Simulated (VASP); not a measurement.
A convergence study with VASP on KTaO3 (cubic perovskite): one setting is varied, all else stays as given below, so the limit is that of these other settings. The cell's lengths are 1 % over those of the tabulated start and one atom is moved, so it is off equilibrium.

```yaml
crystal:
  lattice:
    - [4.02990, 0.00000, 0.00000]
    - [0.00000, 4.02990, 0.00000]
    - [0.00000, 0.00000, 4.02990]
  atoms:
    - { symbol: K, position: [0.00000, 0.00000, 0.00000] }
    - { symbol: Ta, position: [0.50000, 0.50000, 0.50000] }
    - { symbol: O, position: [0.50000, 0.00000, 0.50000] }
    - { symbol: O, position: [0.00000, 0.50000, 0.50000] }
    - { symbol: O, position: [0.51504, 0.50000, 0.00000] }
```

The numbers are results of LDA (Ceperley-Alder, Perdew-Zunger), VASP's LDA PAW potentials (set 64) (plane waves; VASP 6.6.1), not measurements. The tightest run used: 1000 eV cut-off, 6×6×6 Γ-centred mesh, Gaussian smearing of 0.050 eV, potentials K_sv Ta_pv O.

Unless said otherwise, spin-orbit coupling is left out, though it shifts the bands of the heavy elements here. Gaps are read on the run's mesh, which can miss a band edge.

**Question.** The settings run are ENCUT = 250; ENCUT = 350; ENCUT = 450; ENCUT = 550; ENCUT = 650; ENCUT = 700; ENCUT = 750; ENCUT = 800; ENCUT = 850; ENCUT = 1000. From which on does the stress (every component) stay within 0.5 GPa of the tightest run?

**Answer.** From ENCUT = 550 on: it is off by 0.12 there and by no more than 0.5 in any finer run, while ENCUT = 450 is off by 1.04.
```csv
setting,E (eV/atom),pressure (GPa),largest force (eV/Å),gap on the mesh (eV),plane waves,difference judged (GPa)
ENCUT = 250,-9.1855,-84.23,0.303,2.093,624,74.11
ENCUT = 350,-9.0155,-23.98,0.312,1.968,992,13.84
ENCUT = 450,-8.9911,-11.17,0.301,1.952,1452,1.04
ENCUT = 550,-8.9887,-10.25,0.302,1.951,1936,0.12
ENCUT = 650,-8.9911,-10.46,0.302,1.953,2517,0.33
ENCUT = 700,-8.9921,-10.43,0.302,1.954,2800,0.29
ENCUT = 750,-8.9926,-10.33,0.302,1.954,3112,0.20
ENCUT = 800,-8.9929,-10.24,0.302,1.954,3407,0.10
ENCUT = 850,-8.9930,-10.17,0.302,1.954,3743,0.04
ENCUT = 1000,-8.9930,-10.14,0.302,1.954,4726,0.00
```

Left out are rungs that failed or repeat a setting and relaxations that didn't move; long series are thinned to 24 rows.

The compound is KTaO3 in the cubic perovskite structure. The cell was not relaxed at this level, it is distorted from the ideal structure.
